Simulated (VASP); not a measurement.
## Si: single point with LDA

The system is Si.

```
Si
1.0
     2.65107    0.00000    0.00000
    -1.32553    2.29589    0.00000
     0.00000    0.00000    4.54174
Si
2
Cartesian
  0.0000 1.5306 1.1354
  1.3255 0.7653 3.4063
```

This isn't the form of Si at room conditions, which is diamond.

```yaml
Program: VASP 6.6.1
Task: single point
Functional: LDA
Potentials_or_basis: VASP PAW LDA potentials, release 64 (Si)
Cutoff: 520 eV
k_mesh: 18 × 18 × 10
Occupations: gaussian, width 0.1 eV
Spin: no spin polarisation
Dipole_correction: no
Further_INCAR_settings: ALGO = Fast; EDIFF = 1e-06; NBANDS = 11
```

```
Pressure               : 0.1 GPa
Band gap on the k mesh : none (metal or under the smearing width)
```

Levels at points of the mesh, in eV from the Fermi level:
| k point | band 1 | band 2 | band 3 | band 4 | band 5 | band 6 | band 7 | band 8 | band 9 |
| --- | --- | --- | --- | --- | --- | --- | --- | --- | --- |
| (0.00, 0.00, 0.00) | -14.82 | -8.40 | -7.39 | 9.23 | 9.23 | 10.40 | 10.48 | 10.48 | 10.82 |
| (0.50, 0.00, 0.00) | -8.32 | -7.78 | -2.03 | -1.62 | -1.56 | -0.06 | 3.91 | 6.10 | 8.87 |
| (0.00, 0.00, 0.50) | -13.08 | -13.08 | 0.40 | 0.40 | 10.54 | 10.54 | 10.54 | 10.54 | 12.21 |
| (0.50, 0.00, 0.50) | -6.64 | -6.64 | -6.07 | -6.07 | 5.41 | 5.41 | 5.70 | 5.70 | 6.81 |

Run time: 38 s on 1 thread of Intel(R) Xeon(R) Platinum 8259CL CPU @ 2.50GHz (Skylake/Cascade Lake), with other jobs on the host, peak memory 0.16 GiB.
